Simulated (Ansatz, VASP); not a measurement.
# W (W wire along [110], 23 atoms a period): VASP beside Ansatz, part 2 of 3

Aim: how closely do two programs agree when they are given the same cell, functional and k mesh? Of the first pair: The structure shown is the start of the Ansatz relaxation below; VASP solves that cell, so the two are compared at the walk's first step.

VASP 6.6.1 and Ansatz 0.2.0.

So far: Set-up; Ansatz: relaxation, PBE.

## (3) VASP: single point, PBE, start cell, pair 1

Level of this step: PBE; plane waves and PAW (W) (VASP).

The same cell, functional, mesh and smearing now go to VASP, with its own data sets.

Lines of VASP's logs that name or quote its potential files are left out, and so is its time.

INCAR

```
SYSTEM = W
PREC = Accurate
ENCUT = 520
EDIFF = 1E-06
NELM = 120
ISMEAR = -1
SIGMA = 0.05
LREAL = .FALSE.
ALGO = Normal
GGA = PE
NBANDS = 92
LASPH = .TRUE.
LORBIT = 11
LWAVE = .FALSE.
LCHARG = .FALSE.
ISIF = 2
GGA_COMPAT = .FALSE.
KPAR = 4
```

POSCAR

```
W
1.0
   16.3100000000      0.0000000000      0.0000000000
    0.0000000000     15.7660000000      0.0000000000
    0.0000000000      0.0000000000      4.4830570000
W
23
Direct
    0.3056407112      0.5000036154      0.0000000000
    0.4028203556      0.6421784219      0.0000000000
    0.5000000000      0.5000036154      0.0000000000
    0.5000000000      0.7843532919      0.0000000000
    0.5971796444      0.6421784219      0.0000000000
    0.6943592888      0.5000036154      0.0000000000
    0.2084610668      0.5000036154      0.4999998885
    0.3056407112      0.3578287454      0.4999998885
    0.3056407112      0.6421784219      0.4999998885
    0.4028203556      0.2156539389      0.4999998885
    0.4028203556      0.5000036154      0.4999998885
    0.4028203556      0.7843532919      0.4999998885
    0.5000000000      0.3578287454      0.4999998885
    0.5000000000      0.6421784219      0.4999998885
    0.5971796444      0.2156539389      0.4999998885
    0.5971796444      0.5000036154      0.4999998885
    0.5971796444      0.7843532919      0.4999998885
    0.6943592888      0.3578287454      0.4999998885
    0.6943592888      0.6421784219      0.4999998885
    0.7915389332      0.5000036154      0.4999998885
    0.4028203556      0.3578287454      0.0000000000
    0.5000000000      0.2156539389      0.0000000000
    0.5971796444      0.3578287454      0.0000000000
```

KPOINTS

```
Automatic mesh
0
Gamma
1 1 18
0 0 0
```

Potentials, in the order of the species: W (PBE family, release 64).

On the command line:

```
> mpirun -np 4 vasp_std
```

Numbers of over 12 decimals in the logs are rounded to 6 here.

The log of the run:

```text
[banner, memory and clock lines left out]
running    4 mpi-ranks, on    1 nodes
 distrk:  each k-point on    1 cores,    4 groups
 distr:  one band on    1 cores,    1 groups

 POSCAR found type information on POSCAR W
 POSCAR found :  1 types and      23 ions
|                                                                             |
|               ----> ADVICE to this user running VASP <----                  |
|                                                                             |
|     You have a (more or less) 'large supercell' and for larger cells it     |
|     might be more efficient to use real-space projection operators.         |
|     Therefore, try LREAL= Auto in the INCAR file.                           |
|     Mind: For very accurate calculation, you might also keep the            |
|     reciprocal projection scheme (i.e. LREAL=.FALSE.).                      |
|                                                                             |

 LDA part: xc-table for (Slater+PW92), standard interpolation
 POSCAR, INCAR and KPOINTS ok, starting setup
 FFT: planning ... GRIDC
 FFT: planning ... GRID_SOFT
 FFT: planning ... GRID
 WAVECAR not read
 entering main loop
       N       E                     dE             d eps       ncg     rms          rms(c)
DAV:   1     0.644601414081E+03    0.64460E+03   -0.48499E+04  1840   0.117E+03
DAV:   2    -0.166114174490E+03   -0.81072E+03   -0.74920E+03  2588   0.231E+02
DAV:   3    -0.276978820545E+03   -0.11086E+03   -0.10649E+03  2400   0.819E+01
DAV:   4    -0.285835255450E+03   -0.88564E+01   -0.86244E+01  3016   0.193E+01
DAV:   5    -0.286249437188E+03   -0.41418E+00   -0.40737E+00  3040   0.424E+00    0.774E+01
DAV:   6    -0.280524426347E+03    0.57250E+01   -0.19231E+02  3056   0.280E+01    0.422E+01
DAV:   7    -0.297539417635E+03   -0.17015E+02   -0.40308E+02  3376   0.547E+01    0.293E+01
DAV:   8    -0.266097523127E+03    0.31442E+02   -0.20186E+02  3264   0.350E+01    0.154E+01
DAV:   9    -0.262671463299E+03    0.34261E+01   -0.38975E+01  3200   0.156E+01    0.755E+00
DAV:  10    -0.262454039929E+03    0.21742E+00   -0.43675E+00  3168   0.539E+00    0.593E+00
DAV:  11    -0.262379808507E+03    0.74231E-01   -0.81452E-01  3184   0.216E+00    0.455E+00
DAV:  12    -0.262243572988E+03    0.13624E+00   -0.25085E-01  3112   0.132E+00    0.284E+00
DAV:  13    -0.262141015535E+03    0.10256E+00   -0.37561E-01  3112   0.131E+00    0.766E-01
DAV:  14    -0.262139184273E+03    0.18313E-02   -0.72366E-02  3024   0.649E-01    0.525E-01
[...]
DAV:  23    -0.262145115694E+03   -0.41118E-04   -0.86542E-06  2160   0.685E-03    0.697E-03
DAV:  24    -0.262145134742E+03   -0.19048E-04   -0.28442E-06  1936   0.512E-03    0.436E-03
DAV:  25    -0.262145156986E+03   -0.22244E-04   -0.13677E-06  1504   0.342E-03    0.281E-03
DAV:  26    -0.262145186642E+03   -0.29655E-04   -0.35790E-06  1720   0.340E-03    0.316E-03
DAV:  27    -0.262145192894E+03   -0.62521E-05   -0.47323E-07  1384   0.176E-03    0.214E-03
DAV:  28    -0.262145205457E+03   -0.12563E-04   -0.10864E-06  1464   0.177E-03    0.160E-03
DAV:  29    -0.262145206669E+03   -0.12122E-05   -0.14384E-07  1320   0.105E-03    0.148E-03
DAV:  30    -0.262145207510E+03   -0.84080E-06   -0.10217E-07  1304   0.747E-04
   1 F= -.26214521E+03 E0= -.26204212E+03  d E =-.206183E+00
```

Parts of OUTCAR (step 3):

```text
ion  position               nearest neighbor table
   1  0.306  0.500  0.000-   2 2.75   7 2.75  11 2.75   7 2.75  11 2.75  21 2.75   9 3.17   3 3.17
                             9 3.17   8 3.17   8 3.17
   2  0.403  0.642  0.000-   1 2.75   3 2.75   9 2.75  14 2.75   9 2.75  14 2.75   4 2.75  11 3.17
                             5 3.17  11 3.17  12 3.17  12 3.17
   3  0.500  0.500  0.000-   2 2.75   5 2.75  11 2.75  16 2.75  11 2.75  16 2.75  21 2.75  23 2.75
                            14 3.17   6 3.17   1 3.17  14 3.17  13 3.17  13 3.17
   4  0.500  0.784  0.000-  12 2.75  17 2.75  12 2.75  17 2.75   2 2.75   5 2.75  14 3.17  14 3.17

  LATTYP: Found a simple orthorhombic cell.
 ALAT       =     4.4830570000
 B/A-ratio  =     3.5167966858
 C/A-ratio  =     3.6381424550

 Subroutine GETGRP returns: Found  8 space group operations
 (whereof  8 operations were pure point group operations)

The static configuration has the point symmetry D_2h.

 Found     10 irreducible k-points:

   k-points           NKPTS =     10   k-points in BZ     NKDIM =     10   number of bands    NBANDS=     92

   dimension x,y,z NGX =   126 NGY =  120 NGZ =   36
   dimension x,y,z NGXF=   252 NGYF=  240 NGZF=   72

   ENCUT  =  520.0 eV  38.22 Ry    6.18 a.u.  30.33 29.31  8.34*2*pi/ulx,y,z

   NELECT =     138.0000    total number of electrons

 k-points in reciprocal lattice and weights: Automatic mesh
   0.00000000  0.00000000  0.00000000       0.056
   0.00000000  0.00000000  0.05555556       0.111
   0.00000000  0.00000000  0.11111111       0.111
   0.00000000  0.00000000  0.16666667       0.111
   0.00000000  0.00000000  0.22222222       0.111
   0.00000000  0.00000000  0.27777778       0.111
   0.00000000  0.00000000  0.33333333       0.111
   0.00000000  0.00000000  0.38888889       0.111
   0.00000000  0.00000000  0.44444444       0.111
   0.00000000  0.00000000  0.50000000       0.056

 average (electrostatic) potential at core
       1 -45.9084       2 -45.9489       3 -45.9425       4 -45.8000       5 -45.9489
       6 -45.9084       7 -45.7451       8 -46.0424       9 -46.0475      10 -45.9695
      11 -46.0552      12 -45.9772      13 -46.0731      14 -46.0774      15 -45.9695
      16 -46.0552      17 -45.9772      18 -46.0424      19 -46.0475      20 -45.7451
      21 -45.9441      22 -45.7922      23 -45.9441

 E-fermi :  -0.1099

 k-point     1 :       0.0000    0.0000    0.0000
  band No.  band energies     occupation
    ...
     67      -0.4539      1.99795
     68      -0.3192      1.97003
     69      -0.2125      1.77220
     70      -0.2103      1.76307
     71      -0.2020      1.72629
     72      -0.0208      0.28786
     73       0.1316      0.01583
     74       0.2220      0.00262
     75       0.2455      0.00163
     76       0.2539      0.00138
    ...

 k-point     2 :       0.0000    0.0000    0.0556
  band No.  band energies     occupation
    ...
     67      -0.3930      1.99307
     68      -0.3227      1.97204
     69      -0.2002      1.71776
     70      -0.1970      1.70181
     71      -0.1903      1.66645
     72      -0.0040      0.21471
     73       0.1302      0.01630
     74       0.1596      0.00908
     75       0.2501      0.00149
     76       0.2819      0.00079
    ...

 k-point     3 :       0.0000    0.0000    0.1111
  band No.  band energies     occupation
    ...
     67      -0.3222      1.97176
     68      -0.2724      1.92538
     69      -0.1762      1.58028
     70      -0.1761      1.57986
     71      -0.1468      1.35302
     72       0.0333      0.10787
     73       0.0772      0.04635
     74       0.1277      0.01713
     75       0.1885      0.00510
     76       0.2291      0.00227
    ...

  Total      -44.3377941    -52.2381600    -56.1406405      0.0000000      0.0000000      0.0000000
  in kB      -61.6218767    -72.6020209    -78.0257948      0.0000000      0.0000000      0.0000000
  external PRESSURE =     -70.7498974 kB  Pullay stress =       0.0000000 kB

  energy-cutoff  :      520.00
  volume of cell :     1152.79
      direct lattice vectors                 reciprocal lattice vectors
    16.310000000  0.000000000  0.000000000     0.061312078  0.000000000  0.000000000
     0.000000000 15.766000000  0.000000000     0.000000000  0.063427629  0.000000000
     0.000000000  0.000000000  4.483057000     0.000000000  0.000000000  0.223062076

 POSITION                                       TOTAL-FORCE (eV/Angst)
 -----------------------------------------------------------------------------------
      4.98500      7.88306      0.00000        -1.534875      0.000000      0.000000
      6.57000     10.12458      0.00000        -0.716143      0.727048      0.000000
      8.15500      7.88306      0.00000        -0.000000      0.000000      0.000000
      8.15500     12.36611      0.00000        -0.000000     -1.332401      0.000000
      9.74000     10.12458      0.00000         0.716143      0.727048      0.000000
     11.32500      7.88306      0.00000         1.534875      0.000000      0.000000
      3.40000      7.88306      2.24153         3.168094      0.000000      0.000000
      4.98500      5.64153      2.24153         1.823022      1.598957      0.000000
      4.98500     10.12458      2.24153         1.823022     -1.598957      0.000000
      6.57000      3.40000      2.24153         1.377507      2.400763      0.000000
      6.57000      7.88306      2.24153        -1.149461      0.000000      0.000000
      6.57000     12.36611      2.24153         1.377507     -2.400763      0.000000
      8.15500      5.64153      2.24153        -0.000000     -2.623524      0.000000
      8.15500     10.12458      2.24153        -0.000000      2.623524      0.000000
      9.74000      3.40000      2.24153        -1.377507      2.400763      0.000000
      9.74000      7.88306      2.24153         1.149461      0.000000      0.000000
      9.74000     12.36611      2.24153        -1.377507     -2.400763      0.000000
     11.32500      5.64153      2.24153        -1.823022      1.598957      0.000000
     11.32500     10.12458      2.24153        -1.823022     -1.598957      0.000000
     12.91000      7.88306      2.24153        -3.168094      0.000000      0.000000
      6.57000      5.64153      0.00000        -0.716143     -0.727048      0.000000
      8.15500      3.40000      0.00000        -0.000000      1.332401      0.000000
      9.74000      5.64153      0.00000         0.716143     -0.727048      0.000000
 -----------------------------------------------------------------------------------
    total drift:                                0.000000     -0.140043      0.000345

  FREE ENERGIE OF THE ION-ELECTRON SYSTEM (eV)
  ---------------------------------------------------
  free  energy   TOTEN  =      -262.1452075101 eV

  energy  without entropy=     -261.9390242647  energy(sigma->0) =     -262.04211589

 total charge
# of ion       s       p       d       tot
------------------------------------------
    1        0.647   0.564   4.012   5.223
    2        0.667   0.626   4.073   5.366
    3        0.669   0.710   4.166   5.546
    4        0.699   0.474   4.034   5.207
    5        0.667   0.626   4.073   5.366
    6        0.647   0.564   4.012   5.223
    7        0.714   0.220   4.048   4.982
    8        0.660   0.437   3.952   5.048
    9        0.660   0.437   3.952   5.048
   10        0.653   0.314   3.972   4.939
   11        0.674   0.676   4.146   5.495
   12        0.653   0.314   3.972   4.939
   13        0.667   0.673   4.142   5.483
   14        0.667   0.673   4.142   5.483
   15        0.653   0.314   3.972   4.939
   16        0.674   0.676   4.146   5.495
   17        0.653   0.314   3.972   4.939
   18        0.660   0.437   3.952   5.048
   19        0.660   0.437   3.952   5.048
   20        0.714   0.220   4.048   4.982
   21        0.667   0.626   4.073   5.366
   22        0.699   0.474   4.034   5.207
   23        0.667   0.626   4.073   5.366
--------------------------------------------------
tot         15.394  11.433  92.915 119.742

[... 3 further parts left out ...]
```

## (4) Differences

Known differences besides the potentials themselves: the data sets hold 322 valence electrons in Ansatz (on its PAW soft_1 files) and 138 in VASP; the cutoff is 420 eV in Ansatz and 520 eV in VASP. Total energies have different zeros and are not compared.

Forces on 7 of the 23 atoms, those with the largest forces and the largest differences (eV/Å; atoms numbered as in POSCAR):

| atom | Ansatz x, y, z | VASP x, y, z |
| --- | --- | --- |
| W7 | 2.931, 0.000, 0.000 | 3.168, 0.000, 0.000 |
| W10 | 1.252, 2.213, 0.000 | 1.378, 2.401, 0.000 |
| W12 | 1.252, -2.213, 0.000 | 1.378, -2.401, 0.000 |
| W13 | 0.000, -2.576, 0.000 | 0.000, -2.624, 0.000 |
| W15 | -1.252, 2.213, 0.000 | -1.378, 2.401, 0.000 |
| W17 | -1.252, -2.213, 0.000 | -1.378, -2.401, 0.000 |
| W20 | -2.931, 0.000, 0.000 | -3.168, 0.000, 0.000 |

The forces differ by 96 meV/Å r.m.s., which is 7.8 % of the r.m.s. force of 1.222 eV/Å (both taken over all components).

## (5) Ansatz: relaxation, PBE

This run makes the geometry at which the two programs are then compared. The cell compared in this pair holds 1121.17 Å³, against 1152.79 Å³ for the pair before.

The structure compared here is the end of the Ansatz relaxation.

input.yaml

```yaml
crystal:
  lattice:
    - [16.31, 0.0, 0.0]
    - [0.0, 15.766, 0.0]
    - [0.0, 0.0, 4.4830569927]
  atoms:
    - { symbol: W, position: [0.305640711, 0.500003615, 0.0] }
    - { symbol: W, position: [0.402820356, 0.642178453, 0.0] }
    - { symbol: W, position: [0.5, 0.500003615, 0.0] }
    - { symbol: W, position: [0.5, 0.784353291, 0.0] }
    - { symbol: W, position: [0.597179644, 0.642178453, 0.0] }
    - { symbol: W, position: [0.694359289, 0.500003615, 0.0] }
    - { symbol: W, position: [0.208461067, 0.500003615, 0.5] }
    - { symbol: W, position: [0.305640711, 0.357828777, 0.5] }
    - { symbol: W, position: [0.305640711, 0.642178453, 0.5] }
    - { symbol: W, position: [0.402820356, 0.215653939, 0.5] }
    - { symbol: W, position: [0.402820356, 0.500003615, 0.5] }
    - { symbol: W, position: [0.402820356, 0.784353291, 0.5] }
    - { symbol: W, position: [0.5, 0.357828777, 0.5] }
    - { symbol: W, position: [0.5, 0.642178453, 0.5] }
    - { symbol: W, position: [0.597179644, 0.215653939, 0.5] }
    - { symbol: W, position: [0.597179644, 0.500003615, 0.5] }
    - { symbol: W, position: [0.597179644, 0.784353291, 0.5] }
    - { symbol: W, position: [0.694359289, 0.357828777, 0.5] }
    - { symbol: W, position: [0.694359289, 0.642178453, 0.5] }
    - { symbol: W, position: [0.791538933, 0.500003615, 0.5] }
    - { symbol: W, position: [0.402820356, 0.357828777, 0.0] }
    - { symbol: W, position: [0.5, 0.215653939, 0.0] }
    - { symbol: W, position: [0.597179644, 0.357828777, 0.0] }
kpoints:
  mp_grid: { grid: [1, 1, 18] }
scf:
  occupations: { method: fermi_dirac, width: 0.05 }
hamiltonian:
  xc: pbe
  pseudopotentials: { kind: paw, azcp: { folder: soft_1 } }
relax:
  cell: { fix: [a, b, alpha, beta, gamma] }
  max_steps: 45
  f_tol: 0.03
```

On the command line:

```
> ansatz run input.yaml --threads 4 --pin off --max-ram 16384MiB --backend cpu --events-out ev --progress --plain --runs-dir out
```

The log of the run:

```text
[...]
Crystal: 23 atoms, lattice volume = 1152.789 Å³
Basis set: ecut = 420 eV, 22633 PW (Γ), exchange–correlation on 240×216×60 points (8 copies of the dense FFT grid, shifted against one another)
Bands: 194, of which v1, the nominal top of the filled ones, is band 161 counted from 1 (160 counted from 0)
Symmetry: 8 space group operations
[...]
k-points: 10 of 18
[...]
- { symbol: W, position: [0.701624, 0.500004, 0] }
    - { symbol: W, position: [0.213622, 0.500004, 0.500000] }
    - { symbol: W, position: [0.308635, 0.367956, 0.500000] }
[...]
- { symbol: W, position: [0.786378, 0.500004, 0.500000] }
    - { symbol: W, position: [0.401410, 0.356740, -2.1257948130343333e-19] }
    - { symbol: W, position: [0.5, 0.220854, 1.0151466829000803e-18] }
    - { symbol: W, position: [0.598590, 0.356740, -2.125794813034334e-19] }
[key lines of the parts left out:]
SCF converged after 7 iterations
Free energy (F): -238842.901794 eV
Fermi energy:    4.731494 eV
P = ⅓ Tr σ = -0.0321 GPa (-0.321 kbar)
```

(Continued in part 3 of 3.)

[Lines on the potential files, build, host, timing and source positions are cut from VASP's logs without a mark.]

[Logs are printed without paths, hosts, clocks, repeated set-up lines and the standing remarks that a program may print on its own settings, such as how far it seeks lower states.]

[Hosts, paths, dates, database ids (printed as entryN), source tags and the programs' standing remarks are cut or masked in the printed files.]
